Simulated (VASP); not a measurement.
An input for Quantum ESPRESSO's pw.x (written as the equivalent of a VASP run, and not itself run):

```
&CONTROL
  calculation = 'scf'
  pseudo_dir = './pseudo'
  outdir = './out'
  tprnfor = .true.
  tstress = .true.
/
&SYSTEM
  ibrav = 0
  nat = 5
  ntyp = 3
  ecutwfc = 84
  occupations = 'tetrahedra'
  input_dft = 'pw91'
/
&ELECTRONS
  conv_thr = 7.3e-09
  electron_maxstep = 100
/
ATOMIC_SPECIES
  K 39.098 K.upf
  Zn 65.380 Zn.upf
  F 18.998 F.upf
CELL_PARAMETERS angstrom
     4.1212815    0.0000000    0.0000000
     0.0000000    4.1212815    0.0000000
     0.0000000    0.0000000    4.1212815
ATOMIC_POSITIONS crystal
  K    0.0000000  0.0000000  0.0000000
  Zn   0.5000000  0.5000000  0.5000000
  F    0.5000000  0.0000000  0.5000000
  F    0.0000000  0.5000000  0.5000000
  F    0.5000000  0.5000000  0.0000000
K_POINTS automatic
  6 6 6 0 0 0
```

**Question.** Write the VASP files for the same calculation (PW91).

**Answer.** One answer among several that fit: 
### KPOINTS
```
Automatic mesh
0
Gamma
6 6 6
0 0 0
```

File POSCAR:
```
KZnF3
4.1212820
  0.9999998899   0.0000000000   0.0000000000
  0.0000000000   0.9999998899   0.0000000000
  0.0000000000   0.0000000000   0.9999998899
K Zn F
1 1 3
Direct
  0.0000000000   0.0000000000   0.0000000000
  0.5000000000   0.5000000000   0.5000000000
  0.5000000000   0.0000000000   0.5000000000
  0.0000000000   0.5000000000   0.5000000000
  0.5000000000   0.5000000000   0.0000000000
```

INCAR:
```
SYSTEM=KZnF3
PREC=Accurate; ENCUT=520; LREAL=.FALSE.
LASPH=.TRUE.
EDIFF=1E-7; NELM=100; ALGO=Normal
LMAXMIX=4
ISMEAR=-5
GGA=91
ISIF=2
LWAVE=.FALSE.; LCHARG=.TRUE.; LORBIT=11
NEDOS=601
LEFG=.TRUE.
```

POTCAR, in this order: K_sv Zn F (PBE.64 set). Program: vasp_std.

Limits of the translation: the potentials are each code's own (VASP's PAW set, PseudoDojo norm-conserving files in pw.x), so ENCUT and ecutwfc are chosen apart and not converted; conv_thr bounds pw.x's estimated SCF error, while EDIFF bounds the energy change between steps; the field gradients of LEFG aren't asked of the other code.

The compound is KZnF3 in the cubic perovskite structure. It was relaxed first, which changed the volume by +5 %.
